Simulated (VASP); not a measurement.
Input for VASP

**INCAR**
```
SYSTEM = Na
PREC = Accurate
ENCUT = 480
EDIFF = 1E-7
NELM = 100
ALGO = Normal
LREAL = .FALSE.
LASPH = .TRUE.
ISMEAR = 1
SIGMA = 0.1
GGA = PE
LWAVE = .FALSE.
LCHARG = .FALSE.
ISIF = 2
```

### KPOINTS
```
Regular mesh
0
gamma
 12 12 12
0 0 0
```

File POSCAR:
```
Na
1.0
 -2.0793998238   2.0793998238   2.0793998238
  2.0793998238  -2.0793998238   2.0793998238
  2.0793998238   2.0793998238  -2.0793998238
Na
1
Cart
  0.0000000000   0.0000000000   0.0000000000
```

POTCAR, in this order: Na_pv (PBE.64 set). Program: vasp_std.

**Question.** Write an equivalent input for Quantum ESPRESSO's pw.x.

**Answer.** One equivalent input (not run):
```
&CONTROL
  calculation = 'scf'
  pseudo_dir = './pseudo'
  outdir = './out'
  tprnfor = .true.
  tstress = .true.
/
&SYSTEM
  ibrav = 0
  nat = 1
  ntyp = 1
  ecutwfc = 88
  occupations = 'smearing'
  smearing = 'methfessel-paxton'
  degauss = 0.00735
  input_dft = 'pbe'
/
&ELECTRONS
  conv_thr = 7.3e-09
  electron_maxstep = 100
/
ATOMIC_SPECIES
  Na 22.990 Na.upf
CELL_PARAMETERS angstrom
    -2.0793998    2.0793998    2.0793998
     2.0793998   -2.0793998    2.0793998
     2.0793998    2.0793998   -2.0793998
ATOMIC_POSITIONS crystal
  Na   0.0000000  0.0000000  0.0000000
K_POINTS automatic
  12 12 12 0 0 0
```
The two are equivalent in intent, not identical: the potentials are each code's own (VASP's PAW set, PseudoDojo norm-conserving files in pw.x), so ENCUT and ecutwfc are chosen apart and not converted; conv_thr bounds pw.x's estimated SCF error, while EDIFF bounds the energy change between steps.

The compound is Na in the bcc structure. It was relaxed first, which changed the volume by -7 %.
